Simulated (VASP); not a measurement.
Runs of VASP 6.6.1 on Cd. The structure is hexagonal, space group P6_3/mmc (No. 194). The conventional cell has a = 2.951 Å, b = 2.951 Å, c = 5.602 Å, α = 90.00°, β = 90.00°, γ = 120.00°. Cd (site symmetry -6m2) has 12 Cd at 2.95 to 3.28 Å as nearest neighbours. 

```csv
level,k mesh,cutoff (eV),smearing,gap on the mesh (eV),pressure (GPa)
PBEsol,18 × 18 × 8,520,gaussian 0.5 eV,none,(a)
PBEsol,18 × 18 × 8,700,gaussian 0.1 eV,none,0.1
PBEsol,18 × 18 × 8,900,gaussian 0.1 eV,none,0.1
PBEsol,24 × 24 × 12,520,gaussian 0.1 eV,none,0.1
r2SCAN,18 × 18 × 8,520,gaussian 0.1 eV,none,2.4
```

Alike in all rows: task single point; potentials or basis VASP PAW PBE potentials, release 64 (Cd); no spin polarisation; cell as given.

**Question.** Estimate the missing entries.

**Answer.** (a) 0.4.

Caveats: the PAW data sets were made with another functional, which shifts forces and pressure a little.

A k mesh can miss the band edges, and the runs leave out spin-orbit coupling on Cd.

A gap of «none» marks a metal or a gap under the smearing width.
